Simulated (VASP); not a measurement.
These are PBE GGA, VASP's PBE PAW potentials (set 64) (plane waves; VASP) values and carry that method's errors.

The input files of a VASP run:

POSCAR:
```
Nb
1
   -1.6526994059     1.6526994059     1.6526994059
    1.6526994059    -1.6526994059     1.6526994059
    1.6526994059     1.6526994059    -1.6526994059
Nb
1
Direct
  0.0000000000   0.0000000000   0.0000000000
```

### KPOINTS
```
Automatic mesh
0
Gamma
14 14 14
0 0 0
```

**INCAR**
```
# general
SYSTEM  = Nb
PREC    = Accurate
ENCUT   = 480
LREAL   = .False.
LASPH   = .True.

# electronic loop
EDIFF   = 1E-7
NELM    = 100
ALGO    = Normal
LMAXMIX = 4

# smearing
ISMEAR  = 1
SIGMA   = 0.1

# functional
GGA     = PE

# ions
IBRION  = 2
NSW     = 40
ISIF    = 3
EDIFFG  = -0.01
PSTRESS = 200

# output
LWAVE   = .False.
LCHARG  = .False.
```

POTCAR, in this order: Nb_sv (PBE.64 set). Program: vasp_std.

Output of the run:

**OSZICAR**
```
       N       E                     dE             d eps       ncg     rms          rms(c)
DAV:   1     0.108876747441E+03    0.10888E+03   -0.72347E+03  2104   0.123E+03
DAV:   2    -0.556666673684E+01   -0.11444E+03   -0.11133E+03  2236   0.426E+02
DAV:   3    -0.103814530001E+02   -0.48148E+01   -0.45171E+01  3078   0.727E+01
DAV:   4    -0.106315244665E+02   -0.25007E+00   -0.24771E+00  2928   0.154E+01
DAV:   5    -0.106392995474E+02   -0.77751E-02   -0.77705E-02  3056   0.226E+00    0.716E+00
DAV:   6    -0.102498022089E+02    0.38950E+00   -0.77243E-01  3212   0.116E+01    0.250E+00
DAV:   7    -0.102058455852E+02    0.43957E-01   -0.23201E-01  3252   0.629E+00    0.940E-01
DAV:   8    -0.102109256476E+02   -0.50801E-02   -0.12182E-02  2362   0.169E+00    0.562E-02
DAV:   9    -0.102109721460E+02   -0.46498E-04   -0.11337E-03  3614   0.372E-01    0.462E-02
DAV:  10    -0.102109906694E+02   -0.18523E-04   -0.27281E-05  2502   0.798E-02    0.166E-02
DAV:  11    -0.102109833604E+02    0.73090E-05   -0.63266E-06  2282   0.506E-02    0.298E-03
DAV:  12    -0.102109832100E+02    0.15041E-06   -0.22906E-07  2280   0.680E-03    0.131E-03
DAV:  13    -0.102109830181E+02    0.19198E-06   -0.41142E-08  1242   0.290E-03    0.364E-04
DAV:  14    -0.102109830051E+02    0.12996E-07   -0.11987E-08  1196   0.177E-03
   1 F= -.79569461E+01 E0= -.79568915E+01  d E =-.795695E+01
       N       E                     dE             d eps       ncg     rms          rms(c)
DAV:   1    -0.241758956392E+02   -0.13965E+02   -0.48241E+02  2246   0.348E+02    0.451E+01
DAV:   2    -0.105284194964E+02    0.13647E+02   -0.24906E+01  2862   0.775E+01    0.103E+01
DAV:   3    -0.835519826173E+01    0.21732E+01   -0.10698E+01  3154   0.432E+01    0.965E+00
DAV:   4    -0.870451360277E+01   -0.34932E+00   -0.60058E-01  3464   0.624E+00    0.361E+00
DAV:   5    -0.889933672965E+01   -0.19482E+00   -0.75141E-01  3376   0.725E+00    0.130E+00
DAV:   6    -0.888504732005E+01    0.14289E-01   -0.26891E-02  2664   0.236E+00    0.272E-01
DAV:   7    -0.888698102356E+01   -0.19337E-02   -0.87553E-03  3558   0.836E-01    0.438E-02
DAV:   8    -0.888701568370E+01   -0.34660E-04   -0.17296E-04  2558   0.128E-01    0.132E-02
DAV:   9    -0.888701288638E+01    0.27973E-05   -0.22504E-05  2956   0.319E-02    0.497E-03
DAV:  10    -0.888701310884E+01   -0.22245E-06   -0.58657E-07  2134   0.794E-03    0.382E-03
DAV:  11    -0.888701295505E+01    0.15379E-06   -0.25188E-07  2068   0.523E-03    0.312E-04
DAV:  12    -0.888701298553E+01   -0.30478E-07   -0.25542E-08  1124   0.224E-03
   2 F= -.72768372E+01 E0= -.72766973E+01  d E =0.680109E+00
       N       E                     dE             d eps       ncg     rms          rms(c)
DAV:   1    -0.184587002600E+02   -0.95717E+01   -0.26271E+02  2356   0.265E+02    0.225E+01
DAV:   2    -0.103218646310E+02    0.81368E+01   -0.28262E+01  3134   0.731E+01    0.794E+00
DAV:   3    -0.964832080159E+01    0.67354E+00   -0.78729E+00  3200   0.288E+01    0.370E+00
DAV:   4    -0.981278322149E+01   -0.16446E+00   -0.16481E-01  2290   0.463E+00    0.267E+00
DAV:   5    -0.101272244606E+02   -0.31444E+00   -0.64140E-01  3516   0.719E+00    0.399E-01
DAV:   6    -0.101279675744E+02   -0.74311E-03   -0.17842E-02  2426   0.166E+00    0.209E-01
DAV:   7    -0.101275892679E+02    0.37831E-03   -0.11646E-03  3310   0.427E-01    0.161E-01
DAV:   8    -0.101277982039E+02   -0.20894E-03   -0.53805E-04  2320   0.398E-01    0.631E-02
DAV:   9    -0.101278032472E+02   -0.50433E-05   -0.33475E-05  2984   0.626E-02    0.250E-02
DAV:  10    -0.101278040712E+02   -0.82401E-06   -0.43755E-06  2592   0.299E-02    0.886E-03
DAV:  11    -0.101278045832E+02   -0.51196E-06   -0.10653E-06  2604   0.140E-02    0.368E-04
DAV:  12    -0.101278045255E+02    0.57727E-07   -0.29362E-08  1222   0.229E-03
   3 F= -.80652720E+01 E0= -.80653742E+01  d E =-.108326E+00
       N       E                     dE             d eps       ncg     rms          rms(c)
DAV:   1    -0.101212304231E+02    0.65742E-02   -0.17602E-01  2562   0.678E+00    0.643E-01
DAV:   2    -0.101158961178E+02    0.53343E-02   -0.12588E-02  3072   0.163E+00    0.175E-01
DAV:   3    -0.101153045014E+02    0.59162E-03   -0.43045E-03  3186   0.749E-01    0.106E-01
DAV:   4    -0.101154429011E+02   -0.13840E-03   -0.13995E-04  2612   0.128E-01    0.569E-02
DAV:   5    -0.101155679570E+02   -0.12506E-03   -0.36008E-04  3424   0.134E-01    0.231E-02
DAV:   6    -0.101155676796E+02    0.27733E-06   -0.57170E-06  2418   0.333E-02    0.811E-03
DAV:   7    -0.101155683918E+02   -0.71216E-06   -0.16150E-06  3210   0.156E-02    0.149E-03
DAV:   8    -0.101155682748E+02    0.11702E-06   -0.45171E-08  1204   0.290E-03    0.252E-04
DAV:   9    -0.101155683419E+02   -0.67165E-07   -0.72661E-09  1100   0.100E-03
   4 F= -.80660019E+01 E0= -.80660950E+01  d E =-.109056E+00
       N       E                     dE             d eps       ncg     rms          rms(c)
DAV:   1    -0.101121709852E+02    0.33973E-02   -0.16534E-02  2566   0.208E+00    0.197E-01
DAV:   2    -0.101116654258E+02    0.50556E-03   -0.11863E-03  3080   0.499E-01    0.536E-02
DAV:   3    -0.101116095771E+02    0.55849E-04   -0.40400E-04  3188   0.229E-01    0.323E-02
DAV:   4    -0.101116242523E+02   -0.14675E-04   -0.12974E-05  2558   0.389E-02    0.175E-02
DAV:   5    -0.101116386995E+02   -0.14447E-04   -0.33981E-05  3428   0.409E-02    0.709E-03
DAV:   6    -0.101116389338E+02   -0.23423E-06   -0.50290E-07  2140   0.997E-03    0.265E-03
DAV:   7    -0.101116392197E+02   -0.28591E-06   -0.11682E-07  1408   0.521E-03    0.270E-04
DAV:   8    -0.101116392252E+02   -0.55124E-08   -0.24397E-08  1092   0.277E-03
   5 F= -.80660307E+01 E0= -.80661210E+01  d E =-.109085E+00
```

### OUTCAR
```
------------------------ aborting loop because EDIFF is reached ----------------------------------------
  FORCE on cell =-STRESS in cart. coord.  units (eV):
  Direction    XX          YY          ZZ          XY          YZ          ZX
  --------------------------------------------------------------------------------------
  Total        2.0554195      2.0554195      2.0554195      0.0000000      0.0000000      0.0000000
  in kB      200.9592223    200.9592223    200.9592223      0.0000000      0.0000000      0.0000000
  external PRESSURE =       0.9592223 kB  Pullay stress =     200.0000000 kB
  volume of cell :       16.39
      direct lattice vectors                 reciprocal lattice vectors
    -1.600102139  1.600102139  1.600102139     0.000000000  0.312480052  0.312480052
     1.600102139 -1.600102139  1.600102139     0.312480052  0.000000000  0.312480052
     1.600102139  1.600102139 -1.600102139     0.312480052  0.312480052  0.000000000
 POSITION                                       TOTAL-FORCE (eV/Angst)
 -----------------------------------------------------------------------------------
      0.00000      0.00000      0.00000        -0.000000     -0.000000      0.000000
 -----------------------------------------------------------------------------------
    total drift:                                0.000000     -0.000000      0.000000
  FREE ENERGIE OF THE ION-ELECTRON SYSTEM (eV)
  ---------------------------------------------------
  free  energy   TOTEN  =       -10.1116392252 eV

  energy  without entropy=      -10.1119100123  energy(sigma->0) =      -10.11172949
  enthalpy is  TOTEN    =        -8.0660307128 eV   P V=        2.0456085124

 reached required accuracy - stopping structural energy minimisation
```
(Selected blocks of OUTCAR.)

**CONTCAR**
```
Nb
   1.00000000000000
    -1.6001021394208339    1.6001021394208339    1.6001021394208339
     1.6001021394208339   -1.6001021394208339    1.6001021394208339
     1.6001021394208339    1.6001021394208339   -1.6001021394208339
  Nb
     1
Direct
     0.0000000000000000    0.0000000000000000    0.0000000000000000
```

### OUTCAR
```
 val. band max:       12.5779209043   @ k =  -0.2857   0.3571   0.1429

 cond. band min:      12.6064600967   @ k =   0.2857   0.1429   0.0000


 Fermi energy:        12.5953916703

 k-point     1 :       0.0000    0.0000    0.0000
  band No.  band energies     occupation
      1     -41.7148      2.00000
      2     -16.7747      2.00000
      3     -16.7747      2.00000
      4     -16.7747      2.00000
      5       6.4645      2.00000
      6      12.8833     -0.00036
      7      12.8833     -0.00036
      8      12.8833     -0.00036
      9      16.1177      0.00000
     10      16.1177      0.00000

 k-point     2 :       0.0714    0.0000    0.0000
  band No.  band energies     occupation
      1     -41.6977      2.00000
      2     -16.8730      2.00000
      3     -16.8038      2.00000
      4     -16.7757      2.00000
      5       6.7001      2.00000
      6      12.7339     -0.06461
      7      12.8460     -0.00225
      8      13.1114     -0.00000
      9      15.8839      0.00000
     10      16.1158      0.00000

 k-point     3 :       0.1429    0.0000    0.0000
  band No.  band energies     occupation
      1     -41.6494      2.00000
      2     -17.1427      2.00000
      3     -16.8847      2.00000
      4     -16.7787      2.00000
      5       7.3419      2.00000
      6      12.3441      2.00218
      7      12.6781      0.00653
      8      13.7810     -0.00000
      9      15.5077      0.00000
     10      16.1316      0.00000

 k-point     4 :       0.2143    0.0000    0.0000
  band No.  band energies     occupation
      1     -41.5787      2.00000
      2     -17.5190      2.00000
      3     -16.9997      2.00000
      4     -16.7831      2.00000
      5       8.1599      2.00000
      6      11.8408      2.00000
      7      12.4388      2.04927
      8      14.8475      0.00000
      9      15.4459      0.00000
     10      16.2102      0.00000

 k-point     5 :       0.2857    0.0000    0.0000
...
```

Energy and stress use the plane-wave basis of the starting cell.

The compound is Nb in the bcc structure. This run relaxes it under an external pressure of 20 GPa. Symmetry was kept, so distortions that lower it aren't found.
